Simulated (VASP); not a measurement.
Method: r2SCAN meta-GGA, VASP's PBE PAW potentials (set 64) (plane waves; VASP).

The input files of a VASP run:

File KPOINTS_OPT:
```
k-points along high-symmetry lines
6
Line-mode
Reciprocal
  0.000000   0.000000   0.000000 ! GAMMA
  0.000000   0.500000   0.000000 ! X

  0.000000   0.500000   0.000000 ! X
  0.500000   0.500000   0.000000 ! M

  0.500000   0.500000   0.000000 ! M
  0.000000   0.000000   0.000000 ! GAMMA

  0.000000   0.000000   0.000000 ! GAMMA
  0.000000   0.000000   0.500000 ! Z

  0.000000   0.000000   0.500000 ! Z
  0.000000   0.500000   0.500000 ! R

  0.000000   0.500000   0.500000 ! R
  0.500000   0.500000   0.500000 ! A

  0.500000   0.500000   0.500000 ! A
  0.000000   0.000000   0.500000 ! Z

  0.000000   0.500000   0.000000 ! X
  0.000000   0.500000   0.500000 ! R

  0.500000   0.500000   0.000000 ! M
  0.500000   0.500000   0.500000 ! A
```

### INCAR
```
SYSTEM = Mg4Te3Se
PREC = Accurate
ENCUT = 400
EDIFF = 1E-7
NELM = 100
ALGO = Normal
LREAL = .FALSE.
LASPH = .TRUE.
ISMEAR = -5
METAGGA = R2SCAN
LMIXTAU = .TRUE.
LMAXMIX = 4
LWAVE = .FALSE.
LCHARG = .FALSE.
LORBIT = 11
NEDOS = 601
ISIF = 2
LEFG = .TRUE.
```

File KPOINTS:
```
Automatic
0
gamma
6 6 2
```

### POSCAR
```
Mg4Te3Se
1
    4.4858041863     0.0000000000    -0.0000000000
    0.0000000000     4.4858041863     0.0000000000
   -0.0000000000     0.0000000000    12.6020352846
Mg Te Se
4 3 1
Direct
  0.5000000000   1.0000000000   0.6078528108
  0.0000000000   0.5000000000   0.3921471892
  0.5000000000   1.0000000000   0.1308952205
  0.0000000000   0.5000000000   0.8691047795
  0.5000000000   0.5000000000   0.2616702040
  0.5000000000   0.5000000000   0.7383297960
  1.0000000000   1.0000000000   0.0000000000
  1.0000000000   1.0000000000   0.5000000000
```

POTCAR, in this order: Mg Te Se (PBE.64 set). Program: vasp_std.

The run wrote:

### OSZICAR
```
       N       E                     dE             d eps       ncg     rms          rms(c)
DAV:   1     0.254191837060E+02    0.25419E+02   -0.95248E+03   840   0.970E+02
DAV:   2    -0.110514219002E+03   -0.13593E+03   -0.13112E+03  1224   0.152E+02
DAV:   3    -0.120984636048E+03   -0.10470E+02   -0.10438E+02  1035   0.477E+01
DAV:   4    -0.121182533278E+03   -0.19790E+00   -0.19774E+00  1074   0.805E+00
DAV:   5    -0.121186446445E+03   -0.39132E-02   -0.39129E-02  1020   0.114E+00    0.658E+00
DAV:   6    -0.119455512356E+03    0.17309E+01   -0.29631E+00   900   0.740E+00    0.579E+00
DAV:   7    -0.117294032905E+03    0.21615E+01   -0.40510E-01   895   0.448E+00    0.317E+00
DAV:   8    -0.117532602229E+03   -0.23857E+00   -0.61583E-01   880   0.632E+00    0.855E-01
DAV:   9    -0.115959331140E+03    0.15733E+01   -0.31535E-01   865   0.452E+00    0.455E-01
DAV:  10    -0.116219071652E+03   -0.25974E+00   -0.25367E-01   900   0.395E+00    0.396E-01
DAV:  11    -0.116027252963E+03    0.19182E+00   -0.12861E-01   855   0.285E+00    0.395E-01
DAV:  12    -0.116034220809E+03   -0.69678E-02   -0.15438E-02   975   0.119E+00    0.279E-01
DAV:  13    -0.116313485921E+03   -0.27927E+00   -0.19337E-01   840   0.332E+00    0.182E-01
DAV:  14    -0.116320280631E+03   -0.67947E-02   -0.46537E-03   985   0.521E-01    0.128E-01
DAV:  15    -0.116320595176E+03   -0.31454E-03   -0.23224E-03   915   0.306E-01    0.626E-02
DAV:  16    -0.116320305165E+03    0.29001E-03   -0.10693E-03   890   0.270E-01    0.358E-02
DAV:  17    -0.116320039120E+03    0.26605E-03   -0.24668E-03   860   0.488E-01    0.252E-02
DAV:  18    -0.116321238222E+03   -0.11991E-02   -0.58662E-04   875   0.238E-01    0.887E-03
DAV:  19    -0.116321235913E+03    0.23091E-05   -0.37005E-06  1043   0.127E-02    0.709E-03
DAV:  20    -0.116321242186E+03   -0.62726E-05   -0.10487E-06   935   0.864E-03    0.718E-03
DAV:  21    -0.116321253612E+03   -0.11426E-04   -0.54726E-06   955   0.220E-02    0.753E-03
DAV:  22    -0.116321255280E+03   -0.16680E-05   -0.18024E-06   890   0.990E-03    0.699E-03
DAV:  23    -0.116321255556E+03   -0.27610E-06   -0.22324E-07   909   0.268E-03    0.554E-03
DAV:  24    -0.116321255588E+03   -0.32160E-07   -0.12863E-08   520   0.677E-04
   1 F= -.11632126E+03 E0= -.11632126E+03  d E =0.000000E+00
       N       E                     dE             ncg
       N       E                     dE             ncg
       N       E                     dE             ncg
```

### OUTCAR
```
------------------------ aborting loop because EDIFF is reached ----------------------------------------
  FORCE on cell =-STRESS in cart. coord.  units (eV):
  Direction    XX          YY          ZZ          XY          YZ          ZX
  --------------------------------------------------------------------------------------
  Total       -0.0673994     -0.0673994     -0.0703536      0.0000000      0.0000000     -0.0000000
  in kB       -0.4258386     -0.4258386     -0.4445038      0.0000000      0.0000000     -0.0000000
  external PRESSURE =      -0.4320604 kB  Pullay stress =       0.0000000 kB
  volume of cell :      253.58
      direct lattice vectors                 reciprocal lattice vectors
     4.485804186  0.000000000  0.000000000     0.222925469  0.000000000  0.000000000
     0.000000000  4.485804186  0.000000000     0.000000000  0.222925469  0.000000000
     0.000000000  0.000000000 12.602035285     0.000000000  0.000000000  0.079352262
 POSITION                                       TOTAL-FORCE (eV/Angst)
 -----------------------------------------------------------------------------------
      2.24290      0.00000      7.66018         0.000000     -0.000000     -0.005345
      0.00000      2.24290      4.94185         0.000000     -0.000000      0.005345
      2.24290      0.00000      1.64955         0.000000      0.000000      0.016698
      0.00000      2.24290     10.95249         0.000000     -0.000000     -0.016698
      2.24290      2.24290      3.29758         0.000000     -0.000000      0.011869
      2.24290      2.24290      9.30446         0.000000      0.000000     -0.011869
      0.00000      0.00000      0.00000         0.000000     -0.000000      0.000000
      0.00000      0.00000      6.30102         0.000000     -0.000000      0.000000
 -----------------------------------------------------------------------------------
    total drift:                                0.000000      0.000000      0.000000
  FREE ENERGIE OF THE ION-ELECTRON SYSTEM (eV)
  ---------------------------------------------------
  free  energy   TOTEN  =      -116.3212555884 eV

  energy  without entropy=     -116.3212555884  energy(sigma->0) =     -116.32125559

 total charge

# of ion       s       p       d       tot
------------------------------------------
    1        0.154   0.125   0.025   0.304
    2        0.154   0.125   0.025   0.304
    3        0.160   0.128   0.023   0.311
    4        0.160   0.128   0.023   0.311
    5        1.338   2.217   0.010   3.565
    6        1.338   2.217   0.010   3.565
    7        1.338   2.214   0.010   3.562
    8        1.423   2.532   0.008   3.963
--------------------------------------------------
tot          6.064   9.686   0.135  15.885

 Electric field gradients after diagonalization (V/A^2)
 (convention: |V_zz| > |V_xx| > |V_yy|)
----------------------------------------------------------------------
 ion       V_xx      V_yy      V_zz     asymmetry (V_yy - V_xx)/ V_zz
----------------------------------------------------------------------
   1      -2.113    -0.553     2.666       0.585
   2      -2.113    -0.553     2.666       0.585
   3       0.865     0.765    -1.630       0.061
   4       0.865     0.765    -1.630       0.061
   5     -21.207   -13.557    34.764       0.220
   6     -21.207   -13.557    34.764       0.220
   7      -8.585    -8.585    17.169       0.000
   8      28.506    28.506   -57.013       0.000
```
(Selected blocks of OUTCAR.)

The structure comes from a computed database's Mg4Te3Se entry (P-4m2); how it stands against other phases isn't given here. It was relaxed first.
